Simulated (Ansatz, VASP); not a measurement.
## Sn: VASP beside Ansatz

Wanted: the spread between two codes on one cell, functional and k mesh. The cell is taken from a series of runs on this material, whose earlier steps may have relaxed, scaled, displaced or heated it; both programs get it as it stands.

Method: plane waves, with VASP 6.6.1 beside it; zone-centre phonons at PBEsol, in Ansatz 0.2.0.

### 1. The structure

Symmetry: R-3m, No. 166, trigonal system. Conventional cell: a = 4.658 Å, b = 4.658 Å, c = 11.385 Å, α = 90.00°, β = 90.00°, γ = 120.00°. Nearest to Sn lie 4 Sn at 2.85 Å.

### 2. Ansatz: zone-centre phonons, PBEsol

Ansatz runs on its PAW soft_1 files.

Second derivatives magnify differences that forces hide, and they need a tight electronic threshold.

Contents of input.yaml:

```yaml
crystal:
  lattice:
    - [-0.00483753, 3.2889042738, 3.2889042738]
    - [3.2889042738, -0.00483753, 3.2889042738]
    - [3.2889042738, 3.2889042738, -0.00483753]
  atoms:
    - { symbol: Sn, position: [0.4998157118, 0.4998157118, 0.4998157118] }
    - { symbol: Sn, position: [0.7501842882, 0.7501842882, 0.7501842882] }
kpoints:
  mp_grid: { grid: [12, 12, 12], shift: [0.5, 0.5, 0.5] }
hamiltonian:
  xc: pbesol
  pseudopotentials: { kind: paw, azcp: { folder: soft_1 }, xc_functional: pbe }
scf:
  occupations: { method: gaussian, width: 0.015 }
output:
  eigenvalues: true
phonons:
  method: dfpt
```

Launch:

```bash
ansatz run input.yaml --threads 4 --pin off --max-ram 10240MiB --backend cpu --events-out ev --progress --plain --runs-dir out
```

Numbers of over 12 decimals in the logs are rounded to 6 here.

The log of the run:

```text
Engine: ansatz 0.2.0, aarch64-unknown-linux-gnu
Pseudopotentials: kind: paw
Pseudopotential: Sn, paw, valence charge 14, recommended cutoff 420 eV (normal), soft_1/Sn.paw.azcp
Functional definition: PBEsol
  exchange = pbesol_x
  correlation = pbesol_c
Crystal: 2 atoms, lattice volume = 71.308 Å³
Basis set: ecut = 420 eV, 1411 PW (Γ), exchange–correlation on 64×64×64 points (8 copies of the dense FFT grid, shifted against one another)
Bands: 18, of which v1, the nominal top of the filled ones, is band 14 counted from 1 (13 counted from 0)
Symmetry: 12 space group operations
k-points: 468 of 1728 (irreducible under 2 space group operations, time reversal used)
Non-local potential: Sn, projectors of the file, l = 0: 2, l = 1: 2, l = 2: 2, l = 3: 1
PAW form: soft (Blöchl's): semilocal exchange-correlation on the pseudo side does not see the compensation charge
PAW frozen core: Sn, regenerated for the run's functional, and the local potential with it (the file was generated under x = pbe(κ = 0.804, μ = 0.219515), c = pbe(β = 0.066725))
PAW one-centre angular grid: Sn, 590 points (default); XC on 64 Gauss nodes
Initial density: superposition of atomic densities (chi_scale 0.1, normalization cell)
Initial wavefunctions: pseudopotential atomic-orbital guess
Functional: x = pbesol(κ = 0.804, μ = 0.123457), c = pbesol(β = 0.046)
SCF iter   1: F=—  HF=-11899.710481 eV  |F-HF|=—  |Δ(HF+E_count)|=         —  Δρ=2.06e-2  dr2=3.22e-1  ethr=3.10e-3  ⟨swp⟩=6.0  Hψ=46490  notcnv=0
preconditioner: auto → none  [insulator: Δε(μ)=0.034 eV  Ē_g=19.794 eV  σ=0.015 eV  W_gap=0.88  n_scr=14 (ndim 8)  ℏωp=23.3 eV  f_vac=0.012  D(μ)=0.07/eV (n_scr^D=0)  ε∞_Penn≈2.4]
SCF iter   2: F=—  HF=-11899.650128 eV  |F-HF|=—  |Δ(HF+E_count)|=   6.04e-2  Δρ=9.36e-3  dr2=6.05e-2  ethr=1.15e-3  ⟨swp⟩=2.0  Hψ=14016  notcnv=0
SCF iter   3: F=—  HF=-11899.643152 eV  |F-HF|=—  |Δ(HF+E_count)|=   6.98e-3  Δρ=8.07e-4  dr2=2.90e-4  ethr=2.16e-4  ⟨swp⟩=2.8  Hψ=12131  notcnv=0
SCF iter   4: F=—  HF=-11899.643321 eV  |F-HF|=—  |Δ(HF+E_count)|=   1.69e-4  Δρ=3.31e-4  dr2=3.50e-5  ethr=1.04e-6  ⟨swp⟩=2.0  Hψ=16025  notcnv=0
SCF iter   5: F=—  HF=-11899.643324 eV  |F-HF|=—  |Δ(HF+E_count)|=   3.14e-6  Δρ=4.11e-5  dr2=1.02e-6  ethr=1.25e-7  ⟨swp⟩=2.0  Hψ=14976  notcnv=0
SCF iter   6: F=—  HF=-11899.643325 eV  |F-HF|=—  |Δ(HF+E_count)|=   1.13e-6  Δρ=5.32e-6  dr2=1.87e-8  ethr=3.64e-9  ⟨swp⟩=2.0  Hψ=14976  notcnv=0
SCF iter   7: F=—  HF=-11899.643325 eV  |F-HF|=—  |Δ(HF+E_count)|=   1.38e-8  Δρ=1.45e-6  dr2=1.86e-9  ethr=6.69e-11  ⟨swp⟩=2.3  Hψ=14877  notcnv=0
SCF iter   8: F=—  HF=-11899.643325 eV  |F-HF|=—  |Δ(HF+E_count)|=  1.82e-10  Δρ=3.10e-7  dr2=9.16e-11  ethr=6.65e-12  ⟨swp⟩=2.0  Hψ=14976  notcnv=0
SCF iter   9: F=-11899.643325 eV  HF=-11899.643325 eV  |F-HF|=0.00e0  |Δ(HF+E_count)|=  1.09e-11  Δρ=3.25e-8  dr2=9.80e-13  ethr=1.00e-12  ⟨swp⟩=6.9  Hψ=39164  notcnv=0
SCF 1 converged in 9 iterations: F = -11899.643325 eV  dr2 = 9.80e-13
  greatest PAW one-centre occupation: 0.991 electrons in one spin orbital (limit 2), on the Sn atom at site 1 (counted from 0), in its partial waves of l = 2
DFPT response loops at Γ: preconditioner auto → Kerker (q_TF=auto, 2.335 Å⁻¹) (partly filled bands, converged f_vac=0.091); β = 1.00, the filter's whole step (`scf.mixing.beta` (0.50) is not read by the response loops under this deck's `scf.mixing.preconditioner`; to damp them name `kerker` or `kerker_dos`, under which they read `scf.mixing.beta`, and type it under 1.00, their step now; both keys bind the ground state too); Broyden in place of MSR1
SCF converged after 9 iterations
Free energy (F): -11899.643325 eV
Harris-Foulkes:  -11899.643325 eV  (|F-HF|=0.00e0)
Internal energy: -11899.643325 eV  (E = F + TS)
E sigma→0 (E₀):  -11899.643325 eV
Entropy (-TS):   -0.000000 eV (-0.000 meV/atom)
Fermi energy:    7.208443 eV
--- Per-component energies (eV) ---
  E_band       = -262.479166
  E_kinetic    = 336.243658
  E_local      = -2674.642086  (includes V_loc(G=0)·N_el)
  E_nonlocal   = 293.717478
  E_hartree    = 1295.296929
  E_xc         = -248.663651
  E_vxc        = -159.905765  (∫ρ·V_xc dr)
  E_paw        = -8592.555083  (= ΣΔE_a)
  E_vpaw       = -648.486878  (= ΣTr[D̂ρ^β])
  E_aug_tail   = 0.000583  (compensation charges beyond the density's cutoff)
  E_ewald      = -2309.610832
  E_core_change = 0.569679  (= ΣΔE_core)
  E_smearing   = -0.000000  (= −TS)
  E_closure    = -0.000000  (closes the sum)
  Σ components = -11899.643325   (vs F -11899.643325, Δ=0.00e0)
--- Band table (eV; the first three rows and the last of 468) ---
  k-point 0: bands = [... 10 lower, -3.1382, 5.9788, 7.2404, 7.2404, 7.4259, 9.3823, 9.3823, 9.4021]
  k-point 1: bands = [... 10 lower, -3.0523, 5.2135, 6.8837, 7.1752, 7.7657, 9.4754, 9.5232, 9.9133]
  k-point 2: bands = [... 10 lower, -2.8415, 4.0897, 6.5242, 6.9169, 7.7695, 9.8059, 9.9798, 10.6867]
  k-point 467: bands = [... 10 lower, -1.6053, 1.0337, 5.9313, 6.1048, 7.2958, 10.3398, 10.4569, 12.8299]
--- Phonons (Γ-DFPT): 1 representative perturbation + reference, on 468 of 1728 k-points (Σ response iterations 3) ---
  k mesh reduced under 2 symmetry operations, with k and −k counted as one. Each operation leaves every solved perturbation unchanged. A smaller set is not used because it would not reduce the number of displacements times k-points to solve
  ASR residual: 2.132e-5 → 0.000e0 eV/Å²; symmetrization residual: 3.011e-12 eV/Å²
  ASR residual per site (eV/Å²): 2.13e-5 2.13e-5
  Γ frequencies (cm⁻¹): 0.00 0.00 0.00 183.23 183.23 183.62
  non-analytic LO–TO correction: not included (Born effective charges unavailable; polar crystals: no LO–TO splitting at Γ)
```

Reading the cycles: dr2 is the Hartree energy of the density residual (eV), the measure of convergence; HF is the Harris–Foulkes estimate of the energy, which meets the free energy F at convergence.

(Part 1 of 3 ends here.)

[Lines on the potential files, build, host, timing and source positions are cut from VASP's logs without a mark.]

[Logs are printed without paths, hosts, clocks, repeated set-up lines and the standing remarks that a program may print on its own settings, such as how far it seeks lower states.]

[Hosts, paths, dates, database ids (printed as entryN), source tags and the programs' standing remarks are cut or masked in the printed files.]
